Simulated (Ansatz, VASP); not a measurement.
# One calculation of Be3Se2O, two programs

```
CELL_PARAMETERS angstrom
5.77369 0.00000 0.00000
-2.88684 5.00016 0.00000
0.00000 0.00000 5.40139
ATOMIC_POSITIONS crystal
Be 0.73138 0.00000 0.19038
Be 0.00000 0.73138 0.19038
Be 0.26862 0.26862 0.19038
Se 0.33333 0.66667 0.19135
Se 0.66667 0.33333 0.19135
O 0.00000 0.00000 0.18965
```

Alike in both runs: functional PBE; k mesh 6 × 6 × 4; occupations gaussian, width 0.02 eV; no spin polarisation.

Ansatz relaxed the structure, and its values are those at the end. VASP's run is a single point on that final structure, the one shown.

|  | VASP | Ansatz |
| --- | --- | --- |
| version | VASP 6.6.1 | Ansatz 0.2.0 |
| potentials or method | VASP PAW PBE potentials, release 64 (Be, Se, O) | scalar-relativistic, plane waves, PAW |
| plane-wave cutoff (eV) | 520 | 420 |
| valence electrons in the cell | 24 | 44 |

VASP gave:

```
gap on the k mesh at the Fermi level (eV) : 2.88
least direct gap on the mesh (eV)         : 2.88
pressure (GPa)                            : 0.1
rms of the force components (eV/Å)        : 0.003
```

**Question.** What did Ansatz give for the same quantities?

**Answer.** gap on the k mesh at the Fermi level (eV): 2.88; least direct gap on the mesh (eV): 2.88; pressure (GPa): 0.0; rms of the force components (eV/Å): 0.003.

The two sets of potentials don't hold the same shells in valence.

Caveats: this functional lacks dispersion, which binds the layers, so the pressure and a relaxed spacing across them are unreliable. A k mesh can miss the band edges.
